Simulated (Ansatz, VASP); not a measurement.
# TaTeSe (1T-TaSeTe monolayer) in two plane-wave programs, part 2 of 2

Aim: how closely do two programs agree when they are given the same cell, functional and k mesh? The structure shown is the start of the Ansatz relaxation below; VASP solves that cell, so the two are compared at the walk's first step.

VASP 6.6.1 and Ansatz 0.2.0.

So far: The starting structure; Ansatz: relaxation, PBE with D3(BJ).

## 3. VASP: single point, PBE with D3(BJ), start cell

Level of this step: PBE with D3(BJ), zero-moment start; plane waves and PAW (Te, Ta_pv, Se) (VASP).

The same cell, functional, mesh and smearing now go to VASP, with its own data sets.

Lines of VASP's logs that name or quote its potential files are left out, and so is its time.

Input file INCAR:

```
SYSTEM = TaTeSe
PREC = Accurate
ENCUT = 400
EDIFF = 1E-06
NELM = 200
ISMEAR = -1
SIGMA = 0.05
LREAL = .FALSE.
ALGO = Normal
GGA = PE
IVDW = 12
NBANDS = 19
ISPIN = 2
MAGMOM = -0 0 -0
LASPH = .TRUE.
LMAXMIX = 4
LORBIT = 11
LWAVE = .FALSE.
LCHARG = .FALSE.
ISIF = 2
LDIPOL = .TRUE.
IDIPOL = 3
DIPOL = 0.5 0.5 0.501
LVHAR = .TRUE.
GGA_COMPAT = .FALSE.
NELMDL = -8
KPAR = 2
```

Input file POSCAR:

```
TaTeSe
1.0
    3.8276450000      0.0000000000      0.0000000000
   -1.9138230000      3.3148380000      0.0000000000
    0.0000000000      0.0000000000     38.1605980000
Te Ta Se
1 1 1
Direct
    0.6666668408      0.3333333333      0.4533471934
    0.0000000000      0.0000000000      0.5037623100
    0.3333334204      0.6666666667      0.5466528066
```

Input file KPOINTS:

```
Automatic mesh
0
Gamma
12 12 1
0 0 0
```

PAW data sets: Te, Ta_pv and Se (PBE family, release 64).

Command:

```
$ mpirun -np 2 vasp_std
```

Numbers of over 12 decimals in the logs are rounded to 6 here.

What it wrote:

```text
[banner, memory and clock lines left out]
running    2 mpi-ranks, on    1 nodes
 distrk:  each k-point on    1 cores,    2 groups
 distr:  one band on    1 cores,    1 groups

 POSCAR found type information on POSCAR TeTaSe
 POSCAR found :  3 types and       3 ions
 LDA part: xc-table for (Slater+PW92), standard interpolation
 POSCAR, INCAR and KPOINTS ok, starting setup
 FFT: planning ... GRIDC
 FFT: planning ... GRID_SOFT
 FFT: planning ... GRID
 WAVECAR not read
 entering main loop
       N       E                     dE             d eps       ncg     rms          rms(c)
DAV:   1     0.938800208359E+02    0.93880E+02   -0.80067E+03  1924   0.643E+02
DAV:   2    -0.883898134617E+01   -0.10272E+03   -0.99325E+02  1987   0.137E+02
DAV:   3    -0.209523784115E+02   -0.12113E+02   -0.12037E+02  2136   0.431E+01
DAV:   4    -0.211804742750E+02   -0.22810E+00   -0.22730E+00  2281   0.704E+00
DAV:   5    -0.211824715109E+02   -0.19972E-02   -0.19943E-02  2026   0.633E-01
DAV:   6    -0.211825197276E+02   -0.48217E-04   -0.48200E-04  2214   0.787E-02
DAV:   7    -0.211825202960E+02   -0.56833E-06   -0.56841E-06  2060   0.819E-03
DAV:   8    -0.211825203053E+02   -0.93339E-08   -0.92840E-08  1685   0.106E-03    0.111E+01
DAV:   9    -0.199009742454E+02    0.12815E+01   -0.85449E+00  1629   0.134E+01    0.582E+00
DAV:  10    -0.197642587479E+02    0.13672E+00   -0.28304E+00  1652   0.617E+00    0.281E+00
DAV:  11    -0.196626507732E+02    0.10161E+00   -0.53473E-01  1663   0.331E+00    0.677E-01
DAV:  12    -0.196620939160E+02    0.55686E-03   -0.28424E-02  1784   0.890E-01    0.270E-01
DAV:  13    -0.196609186931E+02    0.11752E-02   -0.27273E-03  1963   0.304E-01    0.159E-01
DAV:  14    -0.196604322667E+02    0.48643E-03   -0.97032E-04  1947   0.146E-01    0.716E-02
[...]
DAV:  21    -0.196605994827E+02   -0.64582E-04   -0.30243E-06  1726   0.502E-03    0.260E-03
DAV:  22    -0.196606103005E+02   -0.10818E-04   -0.14234E-07  1666   0.145E-03    0.194E-03
DAV:  23    -0.196606300340E+02   -0.19733E-04   -0.15380E-07  1457   0.143E-03    0.905E-04
DAV:  24    -0.196606486774E+02   -0.18643E-04   -0.11519E-06  1516   0.248E-03    0.105E-03
DAV:  25    -0.196606532033E+02   -0.45258E-05   -0.95287E-08  1474   0.976E-04    0.346E-04
DAV:  26    -0.196606580420E+02   -0.48387E-05   -0.99007E-08  1441   0.851E-04    0.427E-04
DAV:  27    -0.196606596808E+02   -0.16389E-05   -0.19753E-08  1357   0.393E-04    0.257E-04
DAV:  28    -0.196606606578E+02   -0.97700E-06   -0.99001E-09  1189   0.258E-04
   1 F= -.20529868E+02 E0= -.20520620E+02  d E =-.184954E-01  mag=    -0.0000
```

Parts of OUTCAR (step 3):

```text
ion  position               nearest neighbor table
   1  0.667  0.333  0.453-   2 2.93   2 2.93   2 2.93
   2  0.000  0.000  0.504-   3 2.75   3 2.75   3 2.75   1 2.93   1 2.93   1 2.93
   3  0.333  0.667  0.547-   2 2.75   2 2.75   2 2.75

  LATTYP: Found a hexagonal cell.
 ALAT       =     3.8276450000
 C/A-ratio  =     9.9697328253

 Subroutine GETGRP returns: Found  6 space group operations
 (whereof  6 operations were pure point group operations)

The static configuration has the point symmetry C_3v.

 Found     19 irreducible k-points:

   k-points           NKPTS =     19   k-points in BZ     NKDIM =     19   number of bands    NBANDS=     19

   dimension x,y,z NGX =    28 NGY =   28 NGZ =  250
   dimension x,y,z NGXF=    56 NGYF=   56 NGZF=  500

   ENCUT  =  400.0 eV  29.40 Ry    5.42 a.u.   6.24  6.24 62.23*2*pi/ulx,y,z

   NELECT =      23.0000    total number of electrons

 k-points in reciprocal lattice and weights: Automatic mesh
   0.00000000  0.00000000  0.00000000       0.007
   0.08333333  0.00000000  0.00000000       0.042
   0.16666667  0.00000000  0.00000000       0.042
   0.25000000  0.00000000  0.00000000       0.042
   0.33333333  0.00000000  0.00000000       0.042
   0.41666667  0.00000000  0.00000000       0.042
   0.50000000  0.00000000  0.00000000       0.021
   0.08333333  0.08333333  0.00000000       0.042
   0.16666667  0.08333333  0.00000000       0.083
[...]
0.33333333  0.25000000  0.00000000       0.083
   0.33333333  0.33333333  0.00000000       0.014

 dipolmoment           0.000000      0.000000      0.034318 electrons x Angstroem

 average (electrostatic) potential at core
       1 -97.4819       2 -47.2607       3 -61.4831

 E-fermi :  -2.9983

 spin component 1
 k-point     1 :       0.0000    0.0000    0.0000
  band No.  band energies     occupation
    ...
      7      -5.7126      1.00000
      8      -5.7126      1.00000
      9      -5.0852      1.00000
     10      -3.0051      0.53392
     11      -3.0051      0.53391
     12      -2.9378      0.22969
     13      -2.9378      0.22967
     14      -2.8050      0.02053
     15       0.0599      0.00000
     16       0.1495      0.00000
    ...

 k-point     2 :       0.0833    0.0000    0.0000
  band No.  band energies     occupation
    ...
      7      -5.9920      1.00000
      8      -5.6911      1.00000
      9      -4.8801      1.00000
     10      -3.8667      1.00000
     11      -3.4837      0.99994
     12      -2.9385      0.23219
     13      -2.4701      0.00003
     14      -2.3748      0.00000
     15      -0.2606      0.00000
     16       0.0918      0.00000
    ...

 k-point     3 :       0.1667    0.0000    0.0000
  band No.  band energies     occupation
    ...
      8      -5.6502      1.00000
      9      -5.0411      1.00000
     10      -4.6392      1.00000
     11      -3.9114      1.00000
     12      -3.1072      0.89833
     13      -2.0869      0.00000
     14      -2.0849      0.00000
     15      -0.6883      0.00000
     16       0.0103      0.00000
     17       0.9310      0.00000
    ...

 k-point     4 :       0.2500    0.0000    0.0000
  band No.  band energies     occupation
    ...
      8      -6.0430      1.00000
      9      -5.6475      1.00000
     10      -4.7580      1.00000
     11      -4.1837      1.00000
     12      -3.3762      0.99948
     13      -1.8875      0.00000
     14      -1.8702      0.00000
     15      -0.5959      0.00000
     16       0.0283      0.00000
     17       1.4324      0.00000
    ...

 k-point     5 :       0.3333    0.0000    0.0000
  band No.  band energies     occupation
    ...
      8      -6.4535      1.00000
      9      -5.7120      1.00000
     10      -5.0831      1.00000
     11      -4.2910      1.00000
     12      -3.6015      0.99999
     13      -1.7655      0.00000
     14      -1.6511      0.00000
     15      -0.1573      0.00000
     16       0.1232      0.00000
     17       1.0287      0.00000
    ...

 k-point     6 :       0.4167    0.0000    0.0000
  band No.  band energies     occupation
    ...
      8      -6.2868      1.00000
      9      -5.7934      1.00000
     10      -5.3253      1.00000
     11      -4.3083      1.00000
     12      -3.7205      1.00000
     13      -1.6932      0.00000
     14      -1.4393      0.00000
     15      -0.0132      0.00000
     16       0.2068      0.00000
     17       0.8080      0.00000
    ...

 Edisp (eV)   -0.86921

  Total      -6.25936    -6.25937    -5.31214     0.00000     0.00000    -0.00000
  in kB     -20.71246   -20.71246   -17.57806     0.00000     0.00000    -0.00000
  external pressure =      -19.67 kB  Pullay stress =        0.00 kB

  energy-cutoff  :      400.00
  volume of cell :      484.18
      direct lattice vectors                 reciprocal lattice vectors
     3.827645000  0.000000000  0.000000000     0.261257248  0.150836973  0.000000000
    -1.913823000  3.314838000  0.000000000     0.000000000  0.301673868  0.000000000
     0.000000000  0.000000000 38.160598000     0.000000000  0.000000000  0.026205040

 POSITION                                       TOTAL-FORCE (eV/Angst)
 -----------------------------------------------------------------------------------
      1.91382      1.10495     17.30000        -0.000000     -0.000000      1.411141
      0.00000      0.00000     19.22387         0.000000      0.000000      0.162837
     -0.00000      2.20989     20.86060        -0.000000     -0.000000     -1.573978
 -----------------------------------------------------------------------------------
    total drift:                               -0.000316     -0.000001      0.000455

  FREE ENERGIE OF THE ION-ELECTRON SYSTEM (eV)
  ---------------------------------------------------
  free  energy   TOTEN  =       -20.5298680778 eV

  energy  without entropy=      -20.5113726859  energy(sigma->0) =      -20.52062038

 vacuum level on the upper side and lower side of the slab         1.832         1.343

 total charge
# of ion       s       p       d       tot
------------------------------------------
    1        1.382   1.950   0.038   3.370
    2        0.274   6.106   2.122   8.503
    3        1.469   2.286   0.034   3.789
--------------------------------------------------
tot          3.125  10.342   2.194  15.662

 magnetization (x)
# of ion       s       p       d       tot
------------------------------------------
    1       -0.000   0.000  -0.000   0.000
    2       -0.000   0.000  -0.000  -0.000
    3       -0.000   0.000  -0.000   0.000
--------------------------------------------------
tot         -0.000   0.000  -0.000  -0.000

[... 4 further parts left out ...]
```

This run allows spin, but its moments start at zero, where symmetry between the spins tends to hold them. Its electron count is odd, so without a moment it is a metal by construction.

## 4. Differences

Known differences besides the potentials themselves: Ansatz cuts the interaction across the vacuum, VASP repeats the sheet with a dipole correction; the data sets hold 45 valence electrons in Ansatz (on its default PAW (the set named soft_2) files) and 23 in VASP; the cutoff is 420 eV in Ansatz and 400 eV in VASP. Total energies have different zeros and are not compared.

Forces (eV/Å; atoms numbered as in POSCAR):

```csv
atom,"Ansatz x, y, z","VASP x, y, z"
Te1,"0.000, 0.000, 1.421","0.000, 0.000, 1.411"
Ta2,"0.000, 0.000, 0.161","0.000, 0.000, 0.163"
Se3,"0.000, 0.000, -1.582","0.000, 0.000, -1.574"
```

The forces differ by 4.4 meV/Å r.m.s., which is 0.6 % of the r.m.s. force of 0.707 eV/Å (both taken over all components). Moments aren't recorded for both runs of this pair, so they may hold unlike magnetic states. With vacuum in the cell, a pressure given here is an average over mostly empty space and none of the material.

## 5. What came out

```json
{"r.m.s. force difference (single point, PBE with D3(BJ), start cell)": "0.62 % of the r.m.s. force"}
```

In words: The r.m.s. force difference is 0.62 % of the r.m.s. force (single point, PBE with D3(BJ), start cell), within the 3 % picked in this series as the mark of a large difference. The data sets hold unlike numbers of valence electrons (45 in Ansatz and 23 in VASP), so part of the differences comes from the potentials. 1 further run of this series is not shown here. How closely two codes agree says nothing of how well the functional describes the real material.

[Lines on the potential files, build, host, timing and source positions are cut from VASP's logs without a mark.]

[Logs are printed without paths, hosts, clocks, repeated set-up lines and the standing remarks that a program may print on its own settings, such as how far it seeks lower states.]

[Hosts, paths, dates, database ids (printed as entryN), source tags and the programs' standing remarks are cut or masked in the printed files.]
